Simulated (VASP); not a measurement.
Output of a VASP run:

OSZICAR:
```
       N       E                     dE             d eps       ncg     rms          rms(c)
DAV:   1     0.179331274047E+03    0.17933E+03   -0.12114E+04  2448   0.123E+03
DAV:   2    -0.498163656066E+01   -0.18431E+03   -0.18290E+03  3088   0.370E+02
DAV:   3    -0.175658273200E+02   -0.12584E+02   -0.12474E+02  4688   0.686E+01
DAV:   4    -0.177474067859E+02   -0.18158E+00   -0.18155E+00  2656   0.979E+00
DAV:   5    -0.177517020212E+02   -0.42952E-02   -0.42952E-02  3832   0.106E+00    0.142E+01
DAV:   6    -0.171475971061E+02    0.60410E+00   -0.96953E-01  2536   0.866E+00    0.559E+00
DAV:   7    -0.170293837876E+02    0.11821E+00   -0.62632E-01  3464   0.607E+00    0.112E+00
DAV:   8    -0.170351281149E+02   -0.57443E-02   -0.40601E-02  3176   0.167E+00    0.287E-01
DAV:   9    -0.170352807827E+02   -0.15267E-03   -0.17772E-03  2992   0.437E-01    0.405E-02
DAV:  10    -0.170352311866E+02    0.49596E-04   -0.42242E-05  3576   0.437E-02    0.242E-02
DAV:  11    -0.170352318617E+02   -0.67513E-06   -0.10810E-05  2768   0.406E-02    0.471E-03
DAV:  12    -0.170352317437E+02    0.11803E-06   -0.46411E-07  3760   0.497E-03    0.296E-03
DAV:  13    -0.170352314238E+02    0.31991E-06   -0.41151E-08  2336   0.225E-03    0.115E-03
DAV:  14    -0.170352313526E+02    0.71152E-07   -0.11627E-08  1896   0.148E-03    0.261E-04
DAV:  15    -0.170352313401E+02    0.12504E-07   -0.13572E-09  1728   0.389E-04    0.109E-04
DAV:  16    -0.170352313324E+02    0.77921E-08   -0.64665E-10  1600   0.277E-04
   1 F= -.17035231E+02 E0= -.17034907E+02  d E =-.170352E+02
```

**OUTCAR**
```
------------------------ aborting loop because EDIFF is reached ----------------------------------------
  FORCE on cell =-STRESS in cart. coord.  units (eV):
  Direction    XX          YY          ZZ          XY          YZ          ZX
  --------------------------------------------------------------------------------------
  Total       -0.0180170     -0.0180170      0.0173576     -0.0000000      0.0000000      0.0000000
  in kB       -0.6179987     -0.6179986      0.5953805     -0.0000000      0.0000000      0.0000000
  external PRESSURE =      -0.2135389 kB  Pullay stress =       0.0000000 kB
  volume of cell :       46.71
      direct lattice vectors                 reciprocal lattice vectors
     1.614446343 -2.796303038  0.000000000     0.309703696 -0.178807516  0.000000000
     1.614446343  2.796303038  0.000000000     0.309703696  0.178807516  0.000000000
     0.000000000  0.000000000  5.173313430     0.000000000  0.000000000  0.193299713
 POSITION                                       TOTAL-FORCE (eV/Angst)
 -----------------------------------------------------------------------------------
      1.61445      0.93210      1.29333         0.000000     -0.000000      0.000000
      1.61445     -0.93210      3.87999        -0.000000      0.000000      0.000000
 -----------------------------------------------------------------------------------
    total drift:                                0.000144      0.001132     -0.000019
  FREE ENERGIE OF THE ION-ELECTRON SYSTEM (eV)
  ---------------------------------------------------
  free  energy   TOTEN  =       -17.0352313324 eV

  energy  without entropy=      -17.0342583068  energy(sigma->0) =      -17.03490699

 reached required accuracy - stopping structural energy minimisation
```
(Selected blocks of OUTCAR.)

File POSCAR:
```
Zr
1
    1.6144463427    -2.7963030376    -0.0000000000
    1.6144463427     2.7963030376    -0.0000000000
    0.0000000000     0.0000000000     5.1733134300
Zr
2
Direct
  0.3333330000   0.6666670000   0.2500000000
  0.6666670000   0.3333330000   0.7500000000
```

Question: Reconstruct the remaining input files.

Answer: One answer among several that fit: the input of the run itself, PBE GGA, plane waves, VASP's PBE PAW potentials (set 64).

### KPOINTS
```
Automatic mesh
0
Gamma
12 12 7
0 0 0
```

INCAR:
```
SYSTEM=Zr
PREC=Accurate; ENCUT=400; LREAL=.False.
LASPH=.True.
EDIFF=1E-8; NELM=100; ALGO=Normal
LMAXMIX=4
ISMEAR=1; SIGMA=0.1
GGA=PE
IBRION=1; NSW=30; ISIF=2
EDIFFG=-0.001
LWAVE=.False.; LCHARG=.False.
```

POTCAR, in this order: Zr_sv (PBE.64 set). Program: vasp_std.

The compound is Zr in the hcp structure. It was relaxed first. The start is the result of an earlier pass.
